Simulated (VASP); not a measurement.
# Zr3PdSe4 (P6_3/mmc) in VASP: single point with r2SCAN

Aim: the single point of Zr3PdSe4 with r2SCAN.

Everything below comes from runs of VASP 6.6.1. Logs are shortened: lines on timing, memory, paths and dates and some standing lists are left out, and cuts for length are marked.

## (1) The crystal as given

It takes space group P6_3/mmc (No. 194, hexagonal). The conventional cell has a = 7.230 Å, b = 7.230 Å, c = 7.164 Å, α = 90.00°, β = 90.00°, γ = 120.00°. Zr (site symmetry 2/m) is surrounded by 6 Se at 2.75 Å. Around Pd (site symmetry -3m) lie 6 Se at 2.76 Å. Se (site symmetry -6m2) has 6 Zr at 2.75 Å as nearest neighbours. Se (site symmetry mm2) has 4 Zr at 2.75 Å and 2 Pd at 2.76 Å as nearest neighbours.

The cell was built by a generator and needn't be a form met in nature.

## (2) Single point, r2SCAN

INCAR

```
SYSTEM = Zr3PdSe4
ALGO     = Normal         ! electronic algorithm
EDIFF    = 1E-6           ! SCF threshold, eV
ENCUT    = 520            ! plane-wave cutoff, eV
ISIF     = 2              ! what is computed and relaxed
ISMEAR   = 0              ! smearing method
KPAR     = 8            
LASPH    = .True.         ! aspherical terms in the spheres
LCHARG   = .False.        ! write CHGCAR
LMIXTAU  = .True.       
LREAL    = .False.        ! projectors in reciprocal space
LWAVE    = .False.        ! write WAVECAR
METAGGA  = R2SCAN         ! meta-GGA
NELM     = 150            ! most SCF steps
PREC     = Accurate       ! precision mode
SIGMA    = 0.1            ! smearing width, eV
```

KPOINTS

```
k-points
0
Gamma
  6 6 4
  0 0 0
```

POSCAR

```
Zr3PdSe4
1.0
    7.2296600000      0.0000000000      0.0000000000
   -3.6148300000      6.2610700000      0.0000000000
    0.0000000000      0.0000000000      7.1644600000
Zr Pd Se
6 2 8
Direct
    0.5000000000      0.5000000000      0.0000000000
    0.5000000000      0.5000000000      0.5000000000
    0.0000000000      0.5000000000      0.5000000000
    0.0000000000      0.5000000000      0.0000000000
    0.5000000000      0.0000000000      0.0000000000
    0.5000000000      0.0000000000      0.5000000000
    0.0000000000      0.0000000000      0.5000000000
    0.0000000000      0.0000000000      0.0000000000
    0.3333330000      0.6666670000      0.7500000000
    0.1675360000      0.8324640000      0.2500000000
    0.8324640000      0.1675360000      0.7500000000
    0.1675360000      0.3350720000      0.2500000000
    0.8324640000      0.6649280000      0.7500000000
    0.6649280000      0.8324640000      0.2500000000
    0.3350720000      0.1675360000      0.7500000000
    0.6666670000      0.3333330000      0.2500000000
```

Potentials or basis: VASP PAW PBE potentials, release 64 (Zr_sv, Pd, Se).

The run is started by

```
$ cat potpaw_PBE.64/Zr_sv/POTCAR potpaw_PBE.64/Pd/POTCAR potpaw_PBE.64/Se/POTCAR > POTCAR
$ mpirun -np 8 vasp_std > vasp.out
```

OUTCAR:

```text
SYSTEM = Zr3PdSe4
   EDIFF = 1E-6
   ENCUT = 520
   ISIF = 2
   ISMEAR = 0
   LASPH = .True.
   LREAL = .False.
   METAGGA = R2SCAN
   NELM = 150
   PREC = Accurate

 ion  position               nearest neighbor table
   1  0.500  0.500  0.000-  12 2.75  13 2.75  14 2.75  15 2.75   9 2.75  16 2.75   2 3.58   2 3.58
                             4 3.61   4 3.61   5 3.61   5 3.61   8 3.61   8 3.61
   2  0.500  0.500  0.500-  12 2.75  13 2.75  14 2.75  15 2.75   9 2.75  16 2.75   1 3.58   1 3.58
                             3 3.61   3 3.61   6 3.61   6 3.61   7 3.61   7 3.61
   3  0.000  0.500  0.500-  12 2.75  13 2.75  10 2.75  11 2.75   9 2.75  16 2.75   4 3.58   4 3.58
                             2 3.61   2 3.61   6 3.61   7 3.61   7 3.61   6 3.61
   4  0.000  0.500  0.000-  12 2.75  13 2.75  10 2.75  11 2.75   9 2.75  16 2.75   3 3.58   3 3.58
                             1 3.61   1 3.61   5 3.61   8 3.61   8 3.61   5 3.61
   5  0.500  0.000  0.000-  10 2.75  11 2.75  14 2.75  15 2.75   9 2.75  16 2.75   6 3.58   6 3.58
                             8 3.61   8 3.61   1 3.61   1 3.61   4 3.61   4 3.61
   6  0.500  0.000  0.500-  10 2.75  11 2.75  14 2.75  15 2.75   9 2.75  16 2.75   5 3.58   5 3.58
                             7 3.61   7 3.61   2 3.61   2 3.61   3 3.61   3 3.61
   7  0.000  0.000  0.500-  10 2.76  11 2.76  14 2.76  15 2.76  12 2.76  13 2.76   6 3.61   6 3.61
                             2 3.61   3 3.61   3 3.61   2 3.61
   8  0.000  0.000  0.000-  10 2.76  11 2.76  14 2.76  15 2.76  12 2.76  13 2.76   5 3.61   5 3.61
                             1 3.61   4 3.61   4 3.61   1 3.61
   9  0.333  0.667  0.750-   3 2.75   4 2.75   5 2.75   6 2.75   1 2.75   2 2.75
  10  0.168  0.832  0.250-   5 2.75   6 2.75   3 2.75   4 2.75   7 2.76   8 2.76
  11  0.832  0.168  0.750-   5 2.75   6 2.75   3 2.75   4 2.75   7 2.76   8 2.76
  12  0.168  0.335  0.250-   1 2.75   2 2.75   3 2.75   4 2.75   7 2.76   8 2.76
  13  0.832  0.665  0.750-   1 2.75   2 2.75   3 2.75   4 2.75   7 2.76   8 2.76
  14  0.665  0.832  0.250-   5 2.75   6 2.75   1 2.75   2 2.75   7 2.76   8 2.76
  15  0.335  0.168  0.750-   5 2.75   6 2.75   1 2.75   2 2.75   7 2.76   8 2.76
  16  0.667  0.333  0.250-   3 2.75   4 2.75   5 2.75   6 2.75   1 2.75   2 2.75

  LATTYP: Found a hexagonal cell.
 ALAT       =     7.2296600000
 C/A-ratio  =     0.9909815953

  Lattice vectors:

 A1 = (   7.2296600000,   0.0000000000,   0.0000000000)
 A2 = (  -3.6148300000,   6.2610700000,   0.0000000000)
 A3 = (   0.0000000000,   0.0000000000,   7.1644600000)

Analysis of symmetry for initial positions (statically):
=====================================================================
 Subroutine PRICEL returns:
 Original cell was already a primitive cell.

 Routine SETGRP: Setting up the symmetry group for a
 hexagonal supercell.

 Subroutine GETGRP returns: Found 24 space group operations
 (whereof 12 operations were pure point group operations)
 out of a pool of 24 trial point group operations.

The static configuration has the point symmetry D_3d.
 The point group associated with its full space group is D_6h.

Analysis of symmetry for dynamics (positions and initial velocities):
=====================================================================
 Subroutine PRICEL returns:
 Original cell was already a primitive cell.

 Routine SETGRP: Setting up the symmetry group for a
 hexagonal supercell.

 Subroutine GETGRP returns: Found 24 space group operations
 (whereof 12 operations were pure point group operations)
 out of a pool of 24 trial point group operations.

The dynamic configuration has the point symmetry D_3d.
 The point group associated with its full space group is D_6h.

 Subroutine INISYM returns: Found 24 space group operations
 (whereof 12 operations are pure point group operations),
 and found     1 'primitive' translations

----------------------------------------------------------------------------------------

                                     Primitive cell

  volume of cell :     324.3022

  direct lattice vectors                    reciprocal lattice vectors
     7.229660000  0.000000000  0.000000000     0.138319091  0.079858555  0.000000000
    -3.614830000  6.261070000  0.000000000     0.000000000  0.159717109  0.000000000
     0.000000000  0.000000000  7.164460000     0.000000000  0.000000000  0.139577861

  length of vectors
     7.229660000  7.229660675  7.164460000     0.159717124  0.159717109  0.139577861

  position of ions in fractional coordinates (direct lattice)
     0.500000000  0.500000000  0.000000000
     0.500000000  0.500000000  0.500000000
     0.000000000  0.500000000  0.500000000
     0.000000000  0.500000000  0.000000000
     0.500000000  0.000000000  0.000000000
     0.500000000  0.000000000  0.500000000
[... 8 lines left out ...]
     0.335072000  0.167536000  0.750000000
     0.666667000  0.333333000  0.250000000

  ion indices of the primitive-cell ions
   primitive index   ion index
                 1           1
                 2           2
                 3           3
                 4           4
                 5           5
                 6           6
[... 8 lines left out ...]
                15          15
                16          16

----------------------------------------------------------------------------------------

 KPOINTS: k-points

Automatic generation of k-mesh.
 Grid dimensions read from file:
 generate k-points for:    6    6    4

 Generating k-lattice:

  Cartesian coordinates                     Fractional coordinates (reciprocal lattice)
     0.023053182  0.013309759  0.000000000     0.166666667  0.000000000  0.000000000
     0.000000000  0.026619518  0.000000000     0.000000000  0.166666667  0.000000000
     0.000000000  0.000000000  0.034894465     0.000000000  0.000000000  0.250000000

  Length of vectors
     0.026619521  0.026619518  0.034894465

  Shift w.r.t. Gamma in fractional coordinates (k-lattice)
     0.000000000  0.000000000  0.000000000

 Subroutine IBZKPT returns following result:
 ===========================================

 Found     21 irreducible k-points:

 Following reciprocal coordinates:
            Coordinates               Weight
  0.000000  0.000000  0.000000      1.000000
  0.166667 -0.000000  0.000000      6.000000
  0.333333  0.000000  0.000000      6.000000
  0.500000 -0.000000  0.000000      3.000000
  0.166667  0.166667  0.000000      6.000000
  0.333333  0.166667  0.000000     12.000000
[... 13 lines left out ...]
  0.333333  0.166667  0.500000     12.000000
  0.333333  0.333333  0.500000      2.000000
   k-points           NKPTS =     21   k-points in BZ     NKDIM =     21   number of bands    NBANDS=     84
   number of dos      NEDOS =    301   number of ions     NIONS =     16
   total plane-waves  NPLWV = 157464
   dimension x,y,z NGX =    54 NGY =   54 NGZ =   54
   dimension x,y,z NGXF=   108 NGYF=  108 NGZF=  108
   ions per type =               6   2   8
   NGX,Y,Z   is equivalent  to a cutoff of  12.42, 12.42, 12.53 a.u.
   NGXF,Y,Z  is equivalent  to a cutoff of  24.83, 24.83, 25.06 a.u.
 SYSTEM =  Zr3PdSe4
   PREC   = accura    normal or accurate (medium, high low for compatibility)
   ISTART =      0    job   : 0-new  1-cont  2-samecut
   ICHARG =      2    charge: 1-file 2-atom 10-const
   ISPIN  =      1    spin polarized calculation?
   LNONCOLLINEAR =      F non collinear calculations
   LSORBIT =      F    spin-orbit coupling
   LASPH  =      T    aspherical Exc in radial PAW
   ENCUT  =  520.0 eV  38.22 Ry    6.18 a.u.  13.44 13.44 13.32*2*pi/ulx,y,z
   NELM   =    150;   NELMIN=  2; NELMDL= -5     # of ELM steps
   EDIFF  = 0.1E-05   stopping-criterion for ELM
   LREAL  =      F    real-space projection
   EDIFFG = 0.1E-04   stopping-criterion for IOM
   NSW    =      0    number of steps for IOM
   IBRION =     -1    ionic relax: 0-MD 1-quasi-New 2-CG
   NFREE  =      0    steps in history (QN), initial steepest desc. (CG)
   ISIF   =      2    stress and relaxation
   ISYM   =      2    0-nonsym 1-usesym 2-fastsym
   POTIM  = 0.5000    time-step for ionic-motion
   TEBEG  =    0.0;   TEEND  =   0.0 temperature during run
   PSTRESS=    0.0 pullay stress
   NELECT =     140.0000    total number of electrons
   NUPDOWN=      -1.0000    fix difference up-down
   EMIN   =  10.00;   EMAX   =-10.00  energy-range for DOS
   EFERMI =   0.00;   METHOD = LEGACY
   ISMEAR =     0;   SIGMA  =   0.10  broadening in eV -4-tet -1-fermi 0-gaus
   EFERMI_NEDOS =   21; number of points for ismear=-14 and -15
   IALGO  =     38    algorithm
   IMIX   =      4    mixing-type and parameters
     AMIX     =   0.40;   BMIX     =  1.00
     AMIX_MAG =   1.60;   BMIX_MAG =  1.00
  volume/ion in A,a.u.               =      20.27       136.78
  Fermi-wavevector in a.u.,A,eV,Ry     =   1.237279  2.338118 20.828596  1.530859
  Thomas-Fermi vector in A             =   2.371852
   LORBIT       =      0    0 simple, 1 ext, 2 COOP (PROOUT), +10 PAW based schemes
   METAGGA = R2SCAN    functional components
   LHFCALC =     F    Hartree Fock is set to
   AEXX    =    0.0000 exact exchange contribution
   IVDW    =     0    specifies the selected vdW correction
   LEPSILON=     F    determine dielectric tensor
   LRPA    =     F    only Hartree local field effects (RPA)
 non-spin polarized calculation
 Gauss-broadening in eV      SIGMA  =   0.10
  energy-cutoff  :      520.00
  volume of cell :      324.30
 maximum number of plane-waves:      8798
 NGX is ok and might be reduce to    54
   NGX = 27   NGY = 27   NGZ = 27

 number of electron     140.0000008 magnetization

 Free energy of the ion-electron system (eV)
  ---------------------------------------------------
  ext. energy  EPLUGINS =         0.00000000
  ---------------------------------------------------
  free energy    TOTEN  =      -315.48438643 eV

  energy without entropy =     -315.41216330  energy(sigma->0) =     -315.44827487

 E-fermi :   8.2004     XC(G=0): -11.5929

 val. band max:        8.1830664358   @ k =   0.3333   0.3333   0.5000
 cond. band min:       8.2152460011   @ k =   0.1667  -0.0000   0.2500
 fundamental gap:      0.0321795653
 Fermi energy:         8.2004385842

 k-point     1 :       0.0000    0.0000    0.0000
  band No.  band energies     occupation
      1     -43.2164      2.00000
      2     -43.2020      2.00000
      3     -43.1980      2.00000
      4     -43.1979      2.00000
      5     -43.1843      2.00000
      6     -43.1843      2.00000
[... 74 lines left out ...]
     81      10.7356      0.00000
     82      10.8591      0.00000

 k-point     2 :       0.1667   -0.0000    0.0000
  band No.  band energies     occupation
      1     -43.2153      2.00000
      2     -43.2010      2.00000
      3     -43.1991      2.00000
      4     -43.1979      2.00000
      5     -43.1854      2.00000
      6     -43.1843      2.00000
[... 74 lines left out ...]
     81      10.4907      0.00000
     82      10.5350      0.00000
[... 1528 lines left out ...]
     81      10.1549      0.00000
     82      10.1549      0.00000

 k-point    21 :       0.3333    0.3333    0.5000
  band No.  band energies     occupation
      1     -43.2002      2.00000
      2     -43.2002      2.00000
      3     -43.2002      2.00000
      4     -43.2002      2.00000
      5     -43.1911      2.00000
      6     -43.1911      2.00000
[... 74 lines left out ...]
     81      10.2382      0.00000
     82      10.2382      0.00000
 [bands above 82 left out]

------------------------ aborting loop because EDIFF is reached ----------------------------------------

  FORCE on cell =-STRESS in cart. coord.  units (eV):
  Direction    XX          YY          ZZ          XY          YZ          ZX
  --------------------------------------------------------------------------------------
  -------------------------------------------------------------------------------------
  Total       -0.3295400     -0.3295400     -3.2457354      0.0000000      0.0000000      0.0000000
  in kB       -1.6280539     -1.6280543    -16.0351785      0.0000000      0.0000000      0.0000000
  external PRESSURE =      -6.4304289 kB  Pullay stress =       0.0000000 kB

 VOLUME and BASIS-vectors are now :
 -----------------------------------------------------------------------------
  energy-cutoff  :      520.00
  volume of cell :      324.30
      direct lattice vectors                 reciprocal lattice vectors
     7.229660000  0.000000000  0.000000000     0.138319091  0.079858555  0.000000000
    -3.614830000  6.261070000  0.000000000     0.000000000  0.159717109  0.000000000
     0.000000000  0.000000000  7.164460000     0.000000000  0.000000000  0.139577861

 POSITION                                       TOTAL-FORCE (eV/Angst)
 -----------------------------------------------------------------------------------
      1.80741      3.13054      0.00000        -0.000000      0.000000      0.000000
      1.80741      3.13054      3.58223        -0.000000      0.000000      0.000000
     -1.80741      3.13054      3.58223        -0.000000      0.000000      0.000000
     -1.80741      3.13054      0.00000        -0.000000      0.000000      0.000000
      3.61483      0.00000      0.00000        -0.000000      0.000000      0.000000
      3.61483      0.00000      3.58223        -0.000000      0.000000      0.000000
[... 8 lines left out ...]
      1.81684      1.04895      5.37335        -0.003362     -0.001941      0.000000
      3.61483      2.08702      1.79112        -0.000000      0.000000      0.000000
 -----------------------------------------------------------------------------------
    total drift:                                0.000000     -0.000000      0.000000

  FREE ENERGIE OF THE ION-ELECTRON SYSTEM (eV)
  ---------------------------------------------------
  free  energy   TOTEN  =      -315.4843864337 eV

  energy  without entropy=     -315.4121632983  energy(sigma->0) =     -315.44827487
```

Wall time 12 min (8 MPI ranks of Intel Xeon Platinum 8488C (Sapphire Rapids), shared host); peak memory 0.73 GiB.

What came out:

```
Free energy            : -315.4844 eV
Pressure               : -0.6 GPa
Largest force          : 0.004 eV/Å
Band gap on the k mesh : none (metal or under the smearing width)
```

Forces in eV/Å, atoms in the order of the input:
```
Zr   0.000  0.000  0.000
Zr   0.000  0.000  0.000
Zr   0.000  0.000  0.000
Zr   0.000  0.000  0.000
Zr   0.000  0.000  0.000
Zr   0.000  0.000  0.000
Pd   0.000  0.000  0.000
Pd   0.000  0.000  0.000
Se   0.000  0.000  0.000
Se  -0.003  0.002  0.000
Se   0.003 -0.002  0.000
Se   0.000 -0.004  0.000
Se   0.000  0.004  0.000
Se   0.003  0.002  0.000
Se  -0.003 -0.002  0.000
Se   0.000  0.000  0.000
```

Levels at points of the mesh, in eV from the Fermi level:
```
           k point  band 67  band 68  band 69  band 70  band 71  band 72  band 73  band 74
(0.00, 0.00, 0.00)    -1.11    -0.76    -0.15    -0.15    -0.14    -0.14     1.20     1.25
(0.50, 0.00, 0.00)    -0.12    -0.09    -0.02     0.03     0.15     0.62     0.70     0.75
(0.00, 0.00, 0.50)    -0.44    -0.44    -0.19    -0.19    -0.19    -0.19     1.12     1.12
(0.50, 0.00, 0.50)    -0.59    -0.59     0.08     0.08     0.27     0.27     0.98     0.98
```

Caveat: the PAW data sets were made with another functional, which shifts forces and pressure a little.
